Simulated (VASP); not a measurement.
VASP input:

File KPOINTS:
```
Automatic mesh
0
Gamma
13 13 13
0 0 0
```

INCAR:
```
# general
SYSTEM =HgO
PREC   =Accurate
ENCUT  =620   # plane-wave cut-off (eV)
LREAL  =.FALSE.   # projection in real space or not
LASPH  =.TRUE.   # aspherical one-centre terms

# electronic loop
EDIFF  =1E-6   # SCF stop (eV)
NELM   =100   # most electronic steps
ALGO   =Normal
LMAXMIX=6   # l cut-off of mixed one-centre charges

# smearing
ISMEAR =1   # Methfessel-Paxton
SIGMA  =0.1

# functional
GGA    =PS

# ions
IBRION =2
NSW    =40   # most ionic steps
ISIF   =3   # ions, shape and volume
EDIFFG =-0.02
PSTRESS=200   # kbar

# output
LWAVE  =.FALSE.
LCHARG =.FALSE.
```

### POSCAR
```
HgO
1.0
  0.0000000000   2.4829943220   2.4829943220
  2.4829943220   0.0000000000   2.4829943220
  2.4829943220   2.4829943220   0.0000000000
Hg O
1 1
Direct
  1.0000000000   1.0000000000   1.0000000000
  0.2500000000   0.2500000000   0.2500000000
```

POTCAR, in this order: Hg O (PBE.64 set). Program: vasp_std.

Task: Translate this PBEsol calculation to Ansatz.

Result: One equivalent input (not run):
Ansatz 0.2 input:
```yaml
crystal:
  lattice:
    - [0.0000000, 2.4829943, 2.4829943]
    - [2.4829943, 0.0000000, 2.4829943]
    - [2.4829943, 2.4829943, 0.0000000]
  atoms:
    - { symbol: Hg, position: [1.0000000, 1.0000000, 1.0000000] }
    - { symbol: O, position: [0.2500000, 0.2500000, 0.2500000] }
kpoints:
  mp_grid: { grid: [13, 13, 13] }
hamiltonian:
  xc: pbesol
  pseudopotentials: { kind: paw }
scf:
  occupations: { method: methfessel_paxton, width: 0.1 }
  max_iter: 100
relax:
  max_steps: 40
  f_tol: 0.02
  cell: { p_target: 20 }
output: { forces: true, stress: true, eigenvalues: true }
```
What does not carry over: each code has its own PAW files, so the cut-off isn't converted (ENCUT is set for VASP's; basis.ecutwfc is left out, and Ansatz then takes the one that its files recommend); Ansatz stops its SCF on the density residual and VASP on the energy change (EDIFF).

The structure was generated: HgO was put into the zinc blende type (F-43m), which need not be its known phase. It was relaxed first under an external pressure of 20 GPa.
